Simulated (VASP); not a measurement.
All values below come from PBE GGA, VASP's PBE PAW potentials (set 64) (plane waves; VASP 6.6.1).

VASP input:

**KPOINTS**
```
Automatic
0
gamma
5 5 1
0 0 0
```

### INCAR
```
# general
SYSTEM  = Ni16F
PREC    = Normal
ENCUT   = 400
LREAL   = .False.
LASPH   = .True.

# electronic loop
EDIFF   = 1E-6
NELM    = 100
NELMIN  = 4
ALGO    = Normal
LMAXMIX = 4

# smearing
ISMEAR  = 1
SIGMA   = 0.1

# functional
GGA     = PE

# spin
ISPIN   = 2
MAGMOM  = 16*0.8 0.0

# output
LWAVE   = .False.
LCHARG  = .False.
LORBIT  = 11
LVHAR   = .True.

# other
LDIPOL  = .True.
IDIPOL  = 3
DIPOL   = 0.5 0.5 0.5
```

**POSCAR**
```
Ni16F
1
    4.9722995746     0.0000000000     0.0000000000
    0.0000000000     4.9722995746     0.0000000000
    0.0000000000     0.0000000000    19.2577982219
Ni F
16 1
Direct
  0.2500000000   0.2493178526   0.3648950320
  0.7500000000   0.2505962355   0.3649013079
  0.2500000000   0.7506821474   0.3648950320
  0.7500000000   0.7494037645   0.3649013079
  0.9993374747   0.0000000000   0.4534480966
  0.5006625253   0.0000000000   0.4534480966
  0.0003768492   0.5000000000   0.4528231214
  0.4996231508   0.5000000000   0.4528231214
  0.2500000000   0.2489131708   0.5452791080
  0.7500000000   0.2472431905   0.5455897339
  0.2500000000   0.7510868292   0.5452791080
  0.7500000000   0.7527568095   0.5455897339
  0.9926372607   0.0000000000   0.6382683594
  0.5073627393   0.0000000000   0.6382683594
  0.9969217074   0.5000000000   0.6316768159
  0.5030782926   0.5000000000   0.6316768159
  0.2500000000   0.0000000000   0.7135758499
```

POTCAR, in this order: Ni F (PBE.64 set). Program: vasp_std. Read from the step before: WAVECAR.

What VASP printed:

OUTCAR:
```
 ion  position               nearest neighbor table
   1  0.250  0.249  0.365-   7 2.44   8 2.44   5 2.45   6 2.45   3 2.48   2 2.49   2 2.49   3 2.49
  LATTYP: Found a simple tetragonal cell.
 ALAT       =     4.9722995746
 C/A-ratio  =     3.8730164852
 Subroutine PRICEL returns:
 Original cell was already a primitive cell.
 Subroutine GETGRP returns: Found  4 space group operations
The static configuration has the point symmetry C_1h.
 The point group associated with its full space group is C_2v.
The dynamic configuration has the point symmetry C_1h.
The overall configuration has the point symmetry C_1h.
 Subroutine INISYM returns: Found  4 space group operations
 Subroutine IBZKPT returns following result:
 Found      9 irreducible k-points:

 Following reciprocal coordinates:
            Coordinates               Weight
  0.000000  0.000000  0.000000      1.000000
  0.200000  0.000000  0.000000      2.000000
  0.000000  0.200000  0.000000      2.000000
  0.400000  0.000000  0.000000      2.000000
  0.000000  0.400000  0.000000      2.000000
  0.200000  0.200000  0.000000      4.000000
  0.400000  0.200000  0.000000      4.000000
 -0.200000  0.400000  0.000000      4.000000
  0.400000  0.400000  0.000000      4.000000
   k-points           NKPTS =      9   k-points in BZ     NKDIM =      9   number of bands    NBANDS=    106
   number of dos      NEDOS =    301   number of ions     NIONS =     17
   total plane-waves  NPLWV =  55296
   dimension x,y,z NGX =    24 NGY =   24 NGZ =   96
   dimension x,y,z NGXF=    48 NGYF=   48 NGZF=  192
   ions per type =              16   1
   PREC   = normal    normal or accurate (medium, high low for compatibility)
   ISTART =      1    job   : 0-new  1-cont  2-samecut
   ICHARG =      0    charge: 1-file 2-atom 10-const
   ISPIN  =      2    spin polarized calculation?
   LNONCOLLINEAR =      F non collinear calculations
   LSORBIT =      F    spin-orbit coupling
   INIWAV =      1    electr: 0-lowe 1-rand  2-diag
   ENCUT  =  400.0 eV  29.40 Ry    5.42 a.u.   8.11  8.11 31.40*2*pi/ulx,y,z
   NELM   =    100;   NELMIN=  4; NELMDL=  0     # of ELM steps
   EDIFF  = 0.1E-05   stopping-criterion for ELM
   LREAL  =      F    real-space projection
   NLSPLINE    = F    spline interpolate recip. space projectors
   LMAXMIX     =    4 max onsite mixed and CHGCAR
   VOSKOWN=      0    Vosko Wilk Nusair interpolation
   EDIFFG = 0.1E-04   stopping-criterion for IOM
   NSW    =      0    number of steps for IOM
   NBLOCK =      1;   KBLOCK =      1    inner block; outer block
   IBRION =     -1    ionic relax: 0-MD 1-quasi-New 2-CG
   NFREE  =      0    steps in history (QN), initial steepest desc. (CG)
   ISIF   =      2    stress and relaxation
   ISYM   =      2    0-nonsym 1-usesym 2-fastsym
   TEIN   =    0.0    initial temperature
   TEBEG  =    0.0;   TEEND  =   0.0 temperature during run
   SMASS  =  -3.00    Nose mass-parameter (am)
   PSTRESS=    0.0 pullay stress
   NELECT =     167.0000    total number of electrons
   EFERMI =   0.00;   METHOD = LEGACY
   ISMEAR =     1;   SIGMA  =   0.10  broadening in eV -4-tet -1-fermi 0-gaus
   IALGO  =     38    algorithm
   LDIAG  =      T    sub-space diagonalisation (order eigenvalues)
   IMIX   =      4    mixing-type and parameters
     AMIX     =   0.40;   BMIX     =  1.00
     AMIX_MAG =   1.60;   BMIX_MAG =  1.00
     AMIN     =   0.10
   GGA     = PE    functional components
   VOSKOWN =     0    Vosko Wilk Nusair interpolation
   LHFCALC =     F    Hartree Fock is set to
   LHFONE  =     F    Hartree Fock one center treatment
   AEXX    =    0.0000 exact exchange contribution
   IVDW    =     0    specifies the selected vdW correction
   LEPSILON=     F    determine dielectric tensor
   LRPA    =     F    only Hartree local field effects (RPA)
...
```

**OSZICAR**
```
       N       E                     dE             d eps       ncg     rms          rms(c)
DAV:   1    -0.855716781202E+02   -0.85572E+02   -0.26961E-03  4394   0.875E-01    0.672E-01
DAV:   2    -0.858051215688E+02   -0.23344E+00   -0.43102E-01  4504   0.100E+01    0.928E+00
DAV:   3    -0.855908368968E+02    0.21428E+00   -0.58186E-01  4310   0.951E+00    0.269E+00
DAV:   4    -0.855697410136E+02    0.21096E-01   -0.35350E-02  4322   0.329E+00    0.415E-01
DAV:   5    -0.855702131675E+02   -0.47215E-03   -0.48257E-03  4724   0.887E-01    0.369E-01
DAV:   6    -0.855700235447E+02    0.18962E-03   -0.18002E-03  4050   0.570E-01    0.119E-01
DAV:   7    -0.855700481348E+02   -0.24590E-04   -0.33407E-04  4098   0.296E-01    0.106E-01
DAV:   8    -0.855700351495E+02    0.12985E-04   -0.13999E-04  4050   0.179E-01    0.727E-02
DAV:   9    -0.855700232819E+02    0.11868E-04   -0.38897E-05  4222   0.104E-01    0.320E-02
DAV:  10    -0.855700313036E+02   -0.80217E-05   -0.16564E-05  4142   0.649E-02    0.415E-02
DAV:  11    -0.855700284923E+02    0.28113E-05   -0.10114E-05  3982   0.585E-02    0.123E-02
DAV:  12    -0.855700348559E+02   -0.63636E-05   -0.19144E-06  2594   0.127E-02    0.822E-03
DAV:  13    -0.855700376424E+02   -0.27865E-05   -0.12085E-06  2390   0.160E-02    0.935E-03
DAV:  14    -0.855700378987E+02   -0.25631E-06   -0.91387E-07  2368   0.157E-02
   1 F= -.85570038E+02 E0= -.85571754E+02  d E =0.514800E-02  mag=    11.4129
```

OUTCAR:
```
------------------------ aborting loop because EDIFF is reached ----------------------------------------
  FORCE on cell =-STRESS in cart. coord.  units (eV):
  Direction    XX          YY          ZZ          XY          YZ          ZX
  --------------------------------------------------------------------------------------
  Total       -6.4885475     -5.6798256     -1.7113136      0.0000000      0.0000000      0.0000000
  in kB      -21.8341789    -19.1128026     -5.7586274      0.0000000      0.0000000      0.0000000
  external PRESSURE =     -15.5685363 kB  Pullay stress =       0.0000000 kB
  volume of cell :      476.13
      direct lattice vectors                 reciprocal lattice vectors
     4.972299575  0.000000000  0.000000000     0.201114190  0.000000000  0.000000000
     0.000000000  4.972299575  0.000000000     0.000000000  0.201114190  0.000000000
     0.000000000  0.000000000 19.257798222     0.000000000  0.000000000  0.051927016
 POSITION                                       TOTAL-FORCE (eV/Angst)
 -----------------------------------------------------------------------------------
      1.24307      1.23968      7.02707         0.000000      0.019103      0.000409
      3.72922      1.24604      7.02720         0.000000      0.017249      0.003821
      1.24307      3.73262      7.02707         0.000000     -0.019103      0.000409
      3.72922      3.72626      7.02720         0.000000     -0.017249      0.003821
      4.96901      0.00000      8.73241        -0.002382      0.000000     -0.028125
      2.48944      0.00000      8.73241         0.002382      0.000000     -0.028125
      0.00187      2.48615      8.72038        -0.001025      0.000000      0.002556
      2.48428      2.48615      8.72038         0.001025      0.000000      0.002556
      1.24307      1.23767     10.50088         0.000000     -0.005061      0.003338
      3.72922      1.22937     10.50686         0.000000     -0.005136      0.019222
      1.24307      3.73463     10.50088         0.000000      0.005061      0.003338
      3.72922      3.74293     10.50686         0.000000      0.005136      0.019222
      4.93569      0.00000     12.29164        -0.002371      0.000000      0.006724
      2.52276      0.00000     12.29164         0.002371      0.000000      0.006724
      4.95699      2.48615     12.16470         0.002985      0.000000     -0.016249
      2.50146      2.48615     12.16470        -0.002985      0.000000     -0.016249
      1.24307      0.00000     13.74190         0.000000      0.000000      0.016610
 -----------------------------------------------------------------------------------
    total drift:                                0.000000      0.000000      0.004027
  FREE ENERGIE OF THE ION-ELECTRON SYSTEM (eV)
  ---------------------------------------------------
  free  energy   TOTEN  =       -85.5700378987 eV

  energy  without entropy=      -85.5751858991  energy(sigma->0) =      -85.57175390

 total charge

# of ion       s       p       d       tot
------------------------------------------
    1        0.479   0.353   8.322   9.153
    2        0.480   0.353   8.322   9.155
    3        0.479   0.353   8.322   9.153
    4        0.480   0.353   8.322   9.155
    5        0.503   0.510   8.312   9.324
    6        0.503   0.510   8.312   9.324
    7        0.500   0.508   8.309   9.317
    8        0.500   0.508   8.309   9.317
    9        0.496   0.498   8.310   9.304
   10        0.501   0.515   8.306   9.321
   11        0.496   0.498   8.310   9.304
   12        0.501   0.515   8.306   9.321
   13        0.454   0.407   8.304   9.166
   14        0.454   0.407   8.304   9.166
   15        0.484   0.348   8.340   9.171
   16        0.484   0.348   8.340   9.171
   17        1.777   4.312   0.000   6.089
--------------------------------------------------
tot          9.571  11.294 133.047 153.912

 magnetization (x)

# of ion       s       p       d       tot
------------------------------------------
    1       -0.003  -0.020   0.767   0.744
    2       -0.003  -0.019   0.761   0.740
    3       -0.003  -0.020   0.767   0.744
    4       -0.003  -0.019   0.761   0.740
    5       -0.007  -0.026   0.716   0.684
    6       -0.007  -0.026   0.716   0.684
    7       -0.006  -0.025   0.730   0.699
    8       -0.006  -0.025   0.730   0.699
    9       -0.006  -0.026   0.740   0.708
   10       -0.007  -0.024   0.718   0.687
   11       -0.006  -0.026   0.740   0.708
   12       -0.007  -0.024   0.718   0.687
   13       -0.007  -0.014   0.793   0.771
   14       -0.007  -0.014   0.793   0.771
   15       -0.004  -0.020   0.784   0.760
   16       -0.004  -0.020   0.784   0.760
   17        0.002   0.063   0.000   0.065
--------------------------------------------------
tot         -0.085  -0.283  12.019  11.650
```
(Selected blocks of OUTCAR.)

File OUTCAR:
```
 val. band max:        0.2387677086   @ k =  -0.2000   0.4000   0.0000

 cond. band min:       0.2521660487   @ k =   0.4000   0.0000   0.0000


 Fermi energy:         0.2441964511

 spin component 1

 k-point     1 :       0.0000    0.0000    0.0000
  band No.  band energies     occupation
      1     -22.9656      1.00000
      2      -8.1793      1.00000
      3      -6.5368      1.00000
      4      -5.3803      1.00000
      5      -5.2714      1.00000
      6      -4.5551      1.00000
      7      -4.4797      1.00000
      8      -4.4264      1.00000
      9      -4.4150      1.00000
     10      -4.3824      1.00000
     11      -4.3690      1.00000
     12      -4.2114      1.00000
     13      -4.1281      1.00000
     14      -4.1020      1.00000
     15      -3.8268      1.00000
     16      -3.7692      1.00000
     17      -3.7590      1.00000
     18      -3.6680      1.00000
     19      -3.6578      1.00000
     20      -3.6010      1.00000
     21      -3.4862      1.00000
     22      -3.4012      1.00000
     23      -3.2289      1.00000
     24      -3.1956      1.00000
     25      -3.0073      1.00000
     26      -2.9906      1.00000
     27      -2.5810      1.00000
     28      -2.4127      1.00000
     29      -2.4040      1.00000
     30      -2.4002      1.00000
     31      -2.3968      1.00000
     32      -2.3403      1.00000
     33      -2.2598      1.00000
     34      -2.2544      1.00000
     35      -2.1865      1.00000
     36      -2.1147      1.00000
     37      -2.0952      1.00000
     38      -2.0544      1.00000
     39      -2.0450      1.00000
     40      -2.0406      1.00000
     41      -2.0367      1.00000
     42      -2.0103      1.00000
     43      -2.0057      1.00000
     44      -1.8825      1.00000
     45      -1.8602      1.00000
     46      -1.8532      1.00000
     47      -1.7787      1.00000
     48      -1.6860      1.00000
     49      -1.5470      1.00000
...
```

At this cut-off the stress carries a Pulay error, which pulls relaxed volumes low. The moments were started parallel, and other spin orders were not tried in this run.

The cell is a thin slab with vacuum, built from Ni (fcc): (100) face, F adsorbed.
